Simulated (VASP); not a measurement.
PPt, 2 atoms in the cell. It takes space group Fm-3m (No. 225, cubic). Conventional cell: a = 5.134 Å, b = 5.134 Å, c = 5.134 Å, α = 90.00°, β = 90.00°, γ = 90.00°. P (site symmetry m-3m) is surrounded by 6 Pt at 2.57 Å. Around Pt (site symmetry m-3m) lie 6 P at 2.57 Å. The cell was built by a generator and needn't be a form met in nature.

```yaml
Program: VASP 6.6.1
Task: relaxation of cell and atoms
Functional: PBE
Potentials_or_basis: VASP PAW PBE potentials, release 64 (P, Pt)
Cutoff: 600 eV
k_mesh: 6 × 6 × 6
Occupations: methfessel-paxton, width 0.1791 eV
Spin: no spin polarisation
Dipole_correction: no
Further_INCAR_settings: ALGO = Normal; EDIFF = 1e-07; IBRION = 2; EDIFFG = -0.01; NSW = 60; ISIF = 3
```

Potentials or basis: VASP PAW PBE potentials, release 64 (P, Pt).

Run with:

```bash
$ cat potpaw_PBE.64/P/POTCAR potpaw_PBE.64/Pt/POTCAR > POTCAR
$ mpirun -np 1 vasp_std > vasp.out
```

Hardware: 1 thread of Intel(R) Xeon(R) Platinum 8259CL CPU @ 2.50GHz (Skylake/Cascade Lake), on a shared host.

Q: How long does it take, and how much memory?

A: Run time: 48 s on 1 thread of Intel(R) Xeon(R) Platinum 8259CL CPU @ 2.50GHz (Skylake/Cascade Lake) (shared host), peak memory 0.18 GiB. Counts: scf iterations 46, k points 16, ion steps 4.
